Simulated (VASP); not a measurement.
Method: vdW-DF-cx, VASP's PBE PAW potentials (set 64) (plane waves; VASP).

VASP ran on this input.

INCAR:
```
ALGO = Normal
NEDOS = 601
LUSE_VDW = .TRUE.
EDIFF = 1E-7
LORBIT = 11   ! lm-projected
AGGAC = 0.0
ENCUT = 520   ! plane-wave cut-off (eV)
LMAXMIX = 4
LREAL = .FALSE.   ! projection in real space or not
SYSTEM = MoTe2
LASPH = .TRUE.   ! aspherical one-centre terms
NELM = 100   ! most electronic steps
ISIF = 2
ISMEAR = -5
LWAVE = .FALSE.
PREC = Accurate
LCHARG = .TRUE.
GGA = CX
LEFG = .TRUE.
```

File POSCAR:
```
MoTe2
1
    1.7542667506    -3.0384787248    -0.0000000000
    1.7542667506     3.0384787248     0.0000000000
    0.0000000000    -0.0000000000    13.8978149788
Te Mo
4 2
Direct
  0.3333330000   0.6666670000   0.8806338004
  0.6666670000   0.3333330000   0.3806338004
  0.6666670000   0.3333330000   0.1193661996
  0.3333330000   0.6666670000   0.6193661996
  0.3333330000   0.6666670000   0.2500000000
  0.6666670000   0.3333330000   0.7500000000
```

KPOINTS:
```
K-points
0
Gamma
  8 8 2
0 0 0
```

POTCAR, in this order: Te Mo_sv (PBE.64 set). Program: vasp_std.

The resulting files:

**OSZICAR**
```
       N       E                     dE             d eps       ncg     rms          rms(c)
DAV:   1     0.425230617199E+03    0.42523E+03   -0.27330E+04  1440   0.151E+03
DAV:   2    -0.858180056366E-01   -0.42532E+03   -0.41734E+03  1552   0.351E+02
DAV:   3    -0.245130739646E+02   -0.24427E+02   -0.24170E+02  1557   0.699E+01
DAV:   4    -0.252460534696E+02   -0.73298E+00   -0.72958E+00  1557   0.116E+01
DAV:   5    -0.252656622152E+02   -0.19609E-01   -0.19603E-01  1634   0.199E+00    0.222E+01
DAV:   6    -0.244557772202E+02    0.80988E+00   -0.97237E+00  1457   0.152E+01    0.907E+00
DAV:   7    -0.243807868316E+02    0.74990E-01   -0.95096E+00  1393   0.123E+01    0.655E+00
DAV:   8    -0.239351153619E+02    0.44567E+00   -0.19005E+00  1495   0.620E+00    0.321E+00
DAV:   9    -0.239346769019E+02    0.43846E-03   -0.27453E-01  1634   0.233E+00    0.126E+00
DAV:  10    -0.239286986043E+02    0.59783E-02   -0.46327E-02  1521   0.109E+00    0.361E-01
DAV:  11    -0.239289874207E+02   -0.28882E-03   -0.24025E-03  1487   0.260E-01    0.265E-01
DAV:  12    -0.239289172883E+02    0.70132E-04   -0.27230E-04  1422   0.833E-02    0.172E-01
DAV:  13    -0.239288792299E+02    0.38058E-04   -0.13324E-04  1569   0.615E-02    0.795E-02
DAV:  14    -0.239288783441E+02    0.88576E-06   -0.99808E-06  1605   0.130E-02    0.587E-02
DAV:  15    -0.239288771571E+02    0.11870E-05   -0.18747E-06  1457   0.709E-03    0.317E-02
DAV:  16    -0.239288758345E+02    0.13226E-05   -0.33443E-06  1581   0.795E-03    0.146E-02
DAV:  17    -0.239288756102E+02    0.22430E-06   -0.58955E-07  1298   0.344E-03    0.157E-03
DAV:  18    -0.239288755817E+02    0.28464E-07   -0.11985E-07   912   0.155E-03
   1 F= -.23928876E+02 E0= -.23928876E+02  d E =0.000000E+00
```

### OUTCAR
```
------------------------ aborting loop because EDIFF is reached ----------------------------------------
  FORCE on cell =-STRESS in cart. coord.  units (eV):
  Direction    XX          YY          ZZ          XY          YZ          ZX
  --------------------------------------------------------------------------------------
  Total       -0.0972987     -0.0972987     -0.0155140      0.0000000      0.0000000     -0.0000000
  in kB       -1.0521786     -1.0521783     -0.1677664      0.0000000      0.0000000     -0.0000000
  external PRESSURE =      -0.7573745 kB  Pullay stress =       0.0000000 kB
  volume of cell :      148.16
      direct lattice vectors                 reciprocal lattice vectors
     1.754266751 -3.038478725  0.000000000     0.285019368 -0.164556031  0.000000000
     1.754266751  3.038478725  0.000000000     0.285019368  0.164556031  0.000000000
     0.000000000  0.000000000 13.897814979     0.000000000  0.000000000  0.071953757
 POSITION                                       TOTAL-FORCE (eV/Angst)
 -----------------------------------------------------------------------------------
      1.75427      1.01283     12.23889        -0.000000     -0.000000     -0.006425
      1.75427     -1.01283      5.28998        -0.000000      0.000000     -0.006425
      1.75427     -1.01283      1.65893         0.000000      0.000000      0.006425
      1.75427      1.01283      8.60784        -0.000000     -0.000000      0.006425
      1.75427      1.01283      3.47445        -0.000000     -0.000000      0.000000
      1.75427     -1.01283     10.42336         0.000000     -0.000000      0.000000
 -----------------------------------------------------------------------------------
    total drift:                               -0.000000      0.001619     -0.000023
  FREE ENERGIE OF THE ION-ELECTRON SYSTEM (eV)
  ---------------------------------------------------
  free  energy   TOTEN  =       -23.9288755817 eV

  energy  without entropy=      -23.9288755817  energy(sigma->0) =      -23.92887558

 total charge

# of ion       s       p       d       tot
------------------------------------------
    1        1.386   1.973   0.064   3.423
    2        1.386   1.973   0.064   3.423
    3        1.386   1.973   0.064   3.423
    4        1.386   1.973   0.064   3.423
    5        2.256   6.143   3.995  12.394
    6        2.256   6.143   3.995  12.394
--------------------------------------------------
tot         10.057  20.179   8.247  38.482

 Electric field gradients after diagonalization (V/A^2)
 (convention: |V_zz| > |V_xx| > |V_yy|)
----------------------------------------------------------------------
 ion       V_xx      V_yy      V_zz     asymmetry (V_yy - V_xx)/ V_zz
----------------------------------------------------------------------
   1      85.063    85.063  -170.125       0.000
   2      85.063    85.063  -170.125       0.000
   3      85.063    85.063  -170.125       0.000
   4      85.063    85.063  -170.125       0.000
   5      35.049    35.043   -70.092       0.000
   6      35.049    35.043   -70.092       0.000
```
(Selected blocks of OUTCAR.)

The compound is MoTe2 in the 2H layered structure. It was relaxed first.
